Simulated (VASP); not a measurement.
Consider the following.

```
CELL_PARAMETERS angstrom
      4.08773     0.00000     0.00000
      0.00000     4.08773     0.00000
      0.00000     0.00000     4.08773
ATOMIC_POSITIONS crystal
  Ca 0.00000 0.00000 0.00000
  B  0.79900 0.50000 0.50000
  B  0.50000 0.20100 0.50000
  B  0.50000 0.79900 0.50000
  B  0.20100 0.50000 0.50000
  B  0.50000 0.50000 0.79900
  B  0.50000 0.50000 0.20100
```

These are LDA (Ceperley-Alder, Perdew-Zunger), VASP's LDA PAW potentials (set 64) (plane waves; VASP) values and carry that method's errors. Run with 520 eV cut-off, Gaussian smearing of 0.050 eV, potentials Ca_sv B.

**Question.** What does the run give for the band gap (along the path) with the smallest direct gap where there is one?

**Answer.** 
| Quantity | Value |
|---|---|
| band gap (along the path) | none (metal, semimetal or under 0.01 eV) |

The absolute energy has meaning only against runs of the same code, potentials and settings.

The compound is CaB6 in the cab6 structure. It was relaxed first.
